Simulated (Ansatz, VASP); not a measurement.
## Cd2SO: VASP beside Ansatz

Contents of INCAR:

```
SYSTEM = Cd2SO
PREC = Accurate
ENCUT = 520
EDIFF = 1E-7
ISMEAR = -1
SIGMA = 0.02
LREAL = .False.
LASPH = .True.
NELM = 150
ALGO = Normal
ISIF = 2
LWAVE = .False.
LCHARG = .False.
MAGMOM = 0 0 0 0 0 0 0 0 0 0 0 0
LORBIT = 11
LSORBIT = .True.
GGA_COMPAT = .False.
LORBMOM = .True.
GGA = PE
NBANDS = 50
```

File KPOINTS:

```
Automatic mesh
0
Gamma
  6 6 6
  0 0 0
```

POSCAR

```
Cd2SO
1.0
    3.9189704526      0.0000000000      0.0000000000
    0.0000000000      3.9189704526      0.0000000000
    0.0000000000      0.0000000000      5.2880412584
O Cd S
1 2 1
Direct
    0.0000000000      0.0000000000      0.0000000000
    0.0000000000      0.5000000000      0.7968472731
    0.5000000000      0.0000000000      0.2031527269
    0.5000000000      0.5000000000      0.5000000000
```

Input for Ansatz:

```yaml
crystal:
  lattice:
    - [3.9189704526, 0.0, 0.0]
    - [0.0, 3.9189704526, 0.0]
    - [0.0, 0.0, 5.2880412584]
  atoms:
    - { symbol: O, position: [0.0, 0.0, 0.0] }
    - { symbol: Cd, position: [0.0, 0.5, 0.7968472731] }
    - { symbol: S, position: [0.5, 0.5, 0.5] }
    - { symbol: Cd, position: [0.5, 0.0, 0.2031527269] }
kpoints:
  mp_grid: { grid: [6, 6, 6] }
  band_path:
    path:
      - [0.0, 0.0, 0.0]
      - [0.0, 0.5, 0.0]
      - [0.5, 0.5, 0.0]
      - [0.0, 0.0, 0.5]
      - [0.0, 0.5, 0.5]
      - [0.5, 0.5, 0.5]
    npoints: 1
hamiltonian:
  xc: pbe
scf:
  occupations: { method: fermi_dirac, width: 0.02 }
  n_extra_bands: 10
magnetization:
  noncollinear: true
  spin_orbit: true
output:
  forces: true
  stress: true
  eigenvalues: true
```

Alike in both runs: task single point; functional PBE; k mesh 6 × 6 × 6; occupations fermi-dirac, width 0.02 eV; non-collinear spin, spin-orbit coupling.

|  | VASP | Ansatz |
| --- | --- | --- |
| version | VASP 6.6.1 | Ansatz 0.2.0 |
| potentials or method | VASP PAW PBE potentials, release 64 (O, Cd, S) | plane waves, PAW |
| plane-wave cutoff (eV) | 520 | 420 |
| valence electrons in the cell | 36 | 52 |

|  | VASP | Ansatz | Ansatz less VASP |
| --- | --- | --- | --- |
| pressure (GPa) | 3.0 | 2.3 | -0.69 |
| largest component of the traceless stress (GPa) | 0.12 | 0.05 | -0.072 |
| rms of the force components (eV/Å) | 0.060 | 0.049 | -0.0119 |
| net moment per atom (μB) | 0.00 | 0.00 | 0.000 |

The functional is the same, so the differences come from potentials, cutoffs and numerics. The two sets of potentials don't hold the same shells in valence.
